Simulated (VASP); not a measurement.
# Zone-centre gap, electron mass and conduction valleys of ZnSe (F-43m) under uniaxial [001] stress at TB-mBJ with spin-orbit coupling

I calculate the conduction levels and the electron mass of ZnSe at nine strains along [001], from 2 % compression to 2 % tension, with the crystal free to relax across the axis. I ask how the gap at Γ and the mass respond to each sign of strain, and whether another valley comes near the Γ minimum. This matters for strained layers and stressed crystals, where the gap sets the emission energy and a nearby valley would take up electrons. Energies are counted from the valence-band top at Γ, so the Γ level is the direct gap there. Changes are taken from the unstrained LDA cell.

## Systems and settings

The start is a typed prototype cell. The crystal was relaxed with LDA. Strain is imposed along [001]; the strain across the axis is adjusted until the stress across it vanishes, and the atoms are relaxed with LDA. VASP 6.6.1, plane waves with PAW, cutoff 450 eV, no spin polarisation. Band edges are single points at TB-mBJ with spin-orbit coupling on these cells, k mesh 7×7×7, read on short lines of k points at the zone centre and through the valleys; energies are counted from the valence-band top at the zone centre. Masses are fitted within 0.05 1/Å of the zone centre. All levels use the PAW data sets made with LDA.

Notes on method and selection:

- A valley's energy from the valence-band top holds the shift of that top as well as the shift of the valley.
- The TB-mBJ parameter c is fixed anew from the density of each cell, so it changes along the series.
- Runs that did not converge, have known faults or may not be shown are not listed, and runs on Ansatz's PAW sets soft_1 and soft_2 are kept to separate tables.

Columns:

- strain (%): strain along the axis (tension positive).
- Γ level (eV): lowest conduction level at Γ.
- Δ valley (eV): lowest conduction level along Γ–X.
- L valley (eV): lowest conduction level at the L points.
- mass, axis (mₑ): electron mass at Γ along the axis.
- mass, across (mₑ): electron mass at Γ across the axis.

Input lines of one member:

```
PREC = Accurate
ENCUT = 450
EDIFF = 1E-06
NELM = 150
ISMEAR = 0
SIGMA = 0.02
LREAL = .FALSE.
ALGO = Normal
METAGGA = MBJ
LASPH = .TRUE.
LNONCOLLINEAR = .TRUE.
NBANDS = 28
GGA_COMPAT = .FALSE.
LSORBIT = .TRUE.
KPAR = 3
```

Command (options for logging and memory left out): `mpirun -np 3 vasp_ncl`

## Computed values

| member | sign of the strain | strain (%) | Γ level (eV) | Δ valley (eV) | L valley (eV) | mass, axis (mₑ) | mass, across (mₑ) |
| --- | --- | --- | --- | --- | --- | --- | --- |
| −2 % | compression | −2.0 | 2.827 | 3.579 | 3.676 | 0.1917 | 0.1898 |
| −1.5 % | compression | −1.5 | 2.833 | 3.612 | 3.689 | 0.1902 | 0.1882 |
| −1 % | compression | −1.0 | 2.839 | 3.647 | 3.700 | 0.1892 | 0.1896 |
| −0.5 % | compression | −0.5 | 2.843 | 3.679 | 3.709 | 0.1891 | 0.1886 |
| 0 % | compression | 0.0 | 2.847 | 3.712 | 3.717 | 0.1889 | 0.1889 |
| 0 % | tension | 0.0 | 2.847 | 3.712 | 3.717 | 0.1889 | 0.1889 |
| +0.5 % | tension | 0.5 | 2.834 | 3.697 | 3.706 | 0.1892 | 0.1896 |
| +1 % | tension | 1.0 | 2.821 | 3.683 | 3.695 | 0.1885 | 0.1892 |
| +1.5 % | tension | 1.5 | 2.806 | 3.667 | 3.681 | 0.1880 | 0.1901 |
| +2 % | tension | 2.0 | 2.791 | 3.652 | 3.666 | 0.1872 | 0.1892 |

Least-squares fits to the whole series, with x = strain (%); R² and errors in the fitted variable (y, or ln y where the fit is in ln y):

| y | sign of the strain | members | fit | R² | rms residual | leave-one-out rms | the same for the mean of the others |
| --- | --- | --- | --- | --- | --- | --- | --- |
| Γ level (eV) | compression | 5 | y = 2.8478 + 0.010000 x | 0.99 | 7.5×10⁻⁴ | 0.0014 | 0.0089 |
| Γ level (eV) | tension | 5 | y = 2.8478 − 0.028000 x | 1.00 | 7.5×10⁻⁴ | 0.0014 | 0.025 |
| Δ valley (eV) | compression | 5 | y = 3.7124 + 0.066600 x | 1.00 | 6.2×10⁻⁴ | 9.0×10⁻⁴ | 0.059 |
| Δ valley (eV) | tension | 5 | y = 3.7122 − 0.030000 x | 1.00 | 4.0×10⁻⁴ | 5.8×10⁻⁴ | 0.027 |

## The trend and its physics

The gap at Γ falls under both signs of strain, from 2.847 eV to 2.827 eV at −2 % and to 2.791 eV at +2 %. A model with two parameters besides the unstrained gap explains why.

First, I split the strain into a change of volume and a change of shape. Tension x (in %) along the axis expands the cell, though less than x alone would, because the crystal contracts across the axis. To first order the conduction level then moves by h·x against the mean of the two highest valence levels. I expect h to be negative, since the antibonding s-like conduction level drops as the bonds lengthen.

Second, the change of shape splits those two valence levels, which coincide in the cubic crystal. To first order they move apart evenly about their mean, and the upper one rises by s·|x| whatever the sign of x. The s-like conduction level is not degenerate and has no first-order shift from the change of shape.

The gap is therefore E(x) = E(0) + h·x − s·|x|. Under tension both terms lower it. Under compression the volume term raises it and the splitting lowers it, and the splitting is the larger of the two.

The other valleys stay far above. Taking differences from the Γ level removes the shift of the valence top. The lowest level along Γ–X, which lies at X itself, is 3.712 − 2.847 = 0.865 eV above Γ without strain, 3.579 − 2.827 = 0.752 eV at −2 % and 3.652 − 2.791 = 0.861 eV at +2 %. The L valley lies lowest above Γ at −2 %, by 3.676 − 2.827 = 0.849 eV, and at +2 % it is 3.666 − 2.791 = 0.875 eV above. Symmetry accounts for the contrast: [001] strain separates the X valley on the axis from the two across it, and compression should lower the one on the axis, while the L valleys remain equivalent.

## Testing the model

I take the unstrained gap, 2.847 eV, as the reference and fix h and s on the members −1 % and +1 %.

The changes from the reference are 2.839 − 2.847 = −0.008 eV at −1 % and 2.821 − 2.847 = −0.026 eV at +1 %. In the model these are −h − s and h − s, which gives

- s = (0.008 + 0.026) / 2 = 0.017 eV per % strain
- h = (0.008 − 0.026) / 2 = −0.009 eV per % strain

The valence splitting implied at 1 % strain is 2 × 0.017 = 0.034 eV.

For four other members the model gives:

- −2 %: 2.847 + 0.009 × 2 − 0.017 × 2 = 2.831 eV; the table has 2.827 eV.
- −0.5 %: 2.847 + 0.009 × 0.5 − 0.017 × 0.5 = 2.843 eV; the table has 2.843 eV.
- +0.5 %: 2.847 − 0.009 × 0.5 − 0.017 × 0.5 = 2.834 eV; the table has 2.834 eV.
- +2 %: 2.847 − 0.009 × 2 − 0.017 × 2 = 2.795 eV; the table has 2.791 eV.

For the two remaining members it gives 2.847 + 0.009 × 1.5 − 0.017 × 1.5 = 2.835 eV at −1.5 %, where the table has 2.833 eV, and 2.847 − 0.009 × 1.5 − 0.017 × 1.5 = 2.808 eV at +1.5 %, where the table has 2.806 eV. Over the six members not used to fix h and s, the rms miss is about 0.003 eV. Guessing each member from the mean of the others misses by 0.0089 eV under compression and 0.025 eV under tension, so the model earns its two parameters.

## Where the trend breaks

Largest departures from the fit to the whole series:

| member | sign of the strain | Γ level (eV) | fit | computed − fit | in rms residuals |
| --- | --- | --- | --- | --- | --- |
| +1 % | tension | 2.821 | 2.820 | +0.001 | 1.6 |
| −1 % | compression | 2.839 | 2.838 | +0.001 | 1.6 |
| −2 % | compression | 2.827 | 2.828 | −0.001 | 1.1 |
| 0 % | compression | 2.847 | 2.848 | −0.001 | 1.1 |

The computed gap less that of the model is −0.002 eV at ±1.5 % and −0.004 eV at ±2 %: the computed gap bends downwards on both sides. What fails is the assumption that every level moves linearly with strain. Under compression the strain also mixes the top with the split-off valence level below it, which pushes the top upwards. This has the right sign and should amount to a few meV. Under tension the top is the level that does not mix, so the equal miss there needs another source, possibly a nonlinear response to volume or the TB-mBJ parameter c, which changes with each cell.

The top also leaves Γ slightly under the strongest compressions, which makes the smallest gap marginally indirect.

The mass does not follow the gap. The simplest band-coupling picture makes the electron lighter as the gap shrinks, yet the mass along the axis rises from 0.1889 to 0.1917 mₑ at −2 %. It falls to 0.1872 mₑ at +2 %. The mass across the axis wanders between 0.1882 and 0.1901 mₑ without order, so I build no rule on changes this small.

## Conclusions

Between −2 % and +2 % the Γ gap falls for either sign of strain, nearly three times as far under tension as under compression. The electron mass stays within about 2 % of its unstrained value, and the nearest other valley remains at least 0.75 eV above the Γ minimum.

Two effects outside the series exceed the spread of the gap, 2.847 − 2.791 = 0.056 eV. Lattice vibrations lower the gap by roughly 0.1 eV between low temperature and room temperature. The LDA cell is smaller than the measured one by one or two per cent in length, which raises the gap by roughly 0.2 eV. Both bear on the absolute gap much more than on its change with strain.

[Logs are printed without paths, hosts, clocks, repeated set-up lines and the standing remarks that a program may print on its own settings, such as how far it seeks lower states.]
